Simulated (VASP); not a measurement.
Ca2FeO3:

```xyz
6
Lattice="5.6298 0.0000 0.0000 -2.8149 4.8756 0.0000 0.0000 0.0000 3.0812" Properties=species:S:1:pos:R:3 pbc="T T T"
Ca    2.8149    1.6252    0.0000
Ca    0.0000    3.2504    0.0000
Fe    0.0000    0.0000    0.0000
O    -1.4075    2.4378    1.5406
O     2.8149    0.0000    1.5406
O     1.4075    2.4378    1.5406
```

The cell was built by a generator and needn't be a form met in nature.

```yaml
Program: VASP 6.6.1
Task: relaxation of cell and atoms
Functional: PBE
Potentials_or_basis: VASP PAW PBE potentials, release 64 (Ca_sv, Fe, O)
Cutoff: 520 eV
k_mesh: 3 × 3 × 5
Occupations: gaussian, width 0.15 eV
Spin: collinear spin, ferromagnetic start
Starting_moments: "[0.0, 0.0, 3.0, 0.0, 0.0, 0.0] μB"
```

At the start: pressure 11.2 GPa; volume 14.10 Å³/atom.

Q: Where does the relaxation end?

A: Over 4 steps the energy falls by 68.0 meV/atom and the volume is 15.94 Å³/atom (+13.0 %); space group P6/mmm (No. 191, to 0.05 Å); moment 4.40 μB per cell.

Step by step:
| step | energy change (eV) | largest force (eV/Å) | pressure (GPa) | volume (Å³) |
| --- | --- | --- | --- | --- |
| 1 | 0.0000 | 0.0000 | 11.18 | 84.58 |
| 2 | -0.3555 | 0.0000 | -1.87 | 97.18 |
| 3 | -0.3618 | 0.0000 | -0.85 | 95.52 |
| 4 | -0.4083 | 0.0000 | 0.02 | 95.61 |

Final structure:
```
Ca Fe O
1.0
     5.97400    0.00000    0.00000
    -2.98700    5.17364    0.00000
     0.00000    0.00000    3.09348
Ca Fe O
2 1 3
Direct
  0.66667 0.33333 0.00000
  0.33333 0.66667 0.00000
  0.00000 0.00000 0.00000
  0.00000 0.50000 0.50000
  0.50000 0.00000 0.50000
  0.50000 0.50000 0.50000
```

Caveat: the k mesh is coarse (spacing up to 0.43 Å⁻¹), so the values aren't converged; a cell with one magnetic atom can't hold antiferromagnetic order, which such compounds often take; the relaxation stopped at a loose force limit of 0.08 eV/Å, so its end isn't a converged minimum.
